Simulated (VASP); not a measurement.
Data:

```
CELL_PARAMETERS angstrom
      4.24817     0.00000     0.00000
      0.00000     4.24817     0.00000
      0.00000     0.00000     4.24817
ATOMIC_POSITIONS crystal
  Cs 0.00000 0.00000 0.00000
  Br 0.50000 0.50000 0.50000
```

The numbers are results of PBEsol GGA, VASP's PBE PAW potentials (set 64) (plane waves; VASP), not measurements. Run with 480 eV cut-off, 6×6×6 Γ-centred mesh, Gaussian smearing of 0.050 eV, potentials Cs_sv Br.

Energy and stress use the plane-wave basis of the starting cell.

**Question.** The ions, cell shape and volume at an external pressure of 10.0 GPa are relaxed. Which structure does the run end with?

**Answer.** 
```
CELL_PARAMETERS angstrom
      3.85337     0.00000     0.00000
      0.00000     3.85337     0.00000
      0.00000     0.00000     3.85337
ATOMIC_POSITIONS crystal
  Cs 0.00000 0.00000 0.00000
  Br 0.50000 0.50000 0.50000
```
Space group Pm-3m (221), at a tolerance of 0.03 Å.

**Question.** How do energy and volume change from the first to the last step?

**Answer.** The energy (σ→0) changes by +224.1 meV/atom and the volume by -25.4 %, in 3 ionic steps.

The compound is CsBr in the CsCl type structure. This run relaxes it under an external pressure of 10 GPa. Symmetry was kept, so distortions that lower it aren't found.
